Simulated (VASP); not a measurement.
A convergence study with VASP on TiCo (CsCl type): a few settings are varied, all else stays as given below, so the limit is that of these other settings. The cell's lengths are 1 % over those of the tabulated start and one atom is moved, so it is off equilibrium.

```
CELL_PARAMETERS angstrom
      3.01990     0.00000     0.00000
      0.00000     3.01990     0.00000
      0.00000     0.00000     3.01990
ATOMIC_POSITIONS crystal
  Ti 0.00000 0.00000 0.00000
  Co 0.52007 0.50000 0.50000
```

Method: PBE GGA, VASP's PBE PAW potentials (set 64) (plane waves; VASP). The last row used: 900 eV cut-off, 10×10×10 Γ-centred mesh, first-order Methfessel-Paxton smearing of 0.10 eV, potentials Ti_sv Co_sv.

Energies of different potentials or hybrids have different zeros.

| setting | E (eV/atom) | pressure (GPa) | largest force (eV/Å) | plane waves |
|---|---|---|---|---|
| ENCUT = 300, POTCAR Ti_sv Co | -7.7923 | -8.15 | 0.216 | 341 |
| ENCUT = 400, POTCAR Ti_sv Co | -7.7942 | -8.71 | 0.219 | 516 |
| ENCUT = 520, POTCAR Ti_sv Co | -7.7980 | -8.06 | 0.217 | 768 |
| ENCUT = 700, POTCAR Ti_sv Co | -7.7982 | -8.07 | 0.218 | 1189 |
| ENCUT = 900, POTCAR Ti_sv Co | -7.7983 | -8.05 | 0.217 | 1743 |
| ENCUT = 300, POTCAR Ti Co | -7.7479 | -9.12 | 0.202 | 341 |
| ENCUT = 400, POTCAR Ti Co | -7.7433 | -9.29 | 0.201 | 516 |
| ENCUT = 520, POTCAR Ti Co | ? | ? | 0.201 | 768 |
| ENCUT = 700, POTCAR Ti Co | -7.7426 | -9.07 | 0.201 | 1189 |
| ENCUT = 900, POTCAR Ti Co | -7.7425 | -9.07 | 0.201 | 1743 |
| ENCUT = 300, POTCAR Ti_pv Co | -7.7828 | -8.53 | 0.216 | 341 |
| ENCUT = 400, POTCAR Ti_pv Co | ? | ? | 0.217 | 516 |
| ENCUT = 700, POTCAR Ti_pv Co | -7.7777 | -7.99 | 0.217 | 1189 |
| ENCUT = 900, POTCAR Ti_pv Co | -7.7777 | -7.99 | 0.217 | 1743 |
| ENCUT = 300, POTCAR Ti_sv Co_pv | -7.7904 | -8.29 | 0.220 | 341 |
| ENCUT = 400, POTCAR Ti_sv Co_pv | -7.7927 | -8.95 | 0.222 | 516 |
| ENCUT = 520, POTCAR Ti_sv Co_pv | -7.7979 | -7.84 | 0.221 | 768 |
| ENCUT = 700, POTCAR Ti_sv Co_pv | -7.7980 | -7.87 | 0.221 | 1189 |
| ENCUT = 900, POTCAR Ti_sv Co_pv | -7.7983 | -7.81 | 0.221 | 1743 |
| ENCUT = 300, POTCAR Ti_sv Co_sv | -6.7128 | -215.87 | 0.250 | 341 |
| ENCUT = 400, POTCAR Ti_sv Co_sv | -7.8226 | -12.12 | 0.223 | 516 |
| ENCUT = 520, POTCAR Ti_sv Co_sv | -7.8288 | -9.26 | 0.221 | 768 |
| ENCUT = 700, POTCAR Ti_sv Co_sv | -7.8342 | -8.27 | 0.220 | 1189 |
| ENCUT = 900, POTCAR Ti_sv Co_sv | -7.8348 | -8.02 | 0.219 | 1743 |

Task: Fill in the missing entries.

Result: 
- ENCUT = 520, POTCAR Ti Co, E (eV/atom): -7.7427
- ENCUT = 520, POTCAR Ti Co, pressure (GPa): -9.06
- ENCUT = 400, POTCAR Ti_pv Co, E (eV/atom): -7.7781
- ENCUT = 400, POTCAR Ti_pv Co, pressure (GPa): -8.30

Left out are rungs that failed or repeat a setting and relaxations that didn't move; long series are thinned to 24 rows.

The compound is TiCo in the CsCl type structure. The cell was not relaxed at this level, it is distorted from the ideal structure. The run is not spin-polarised, so no magnetic state was tried. The electron count is odd and the run is not spin-polarised, which forces a metal.
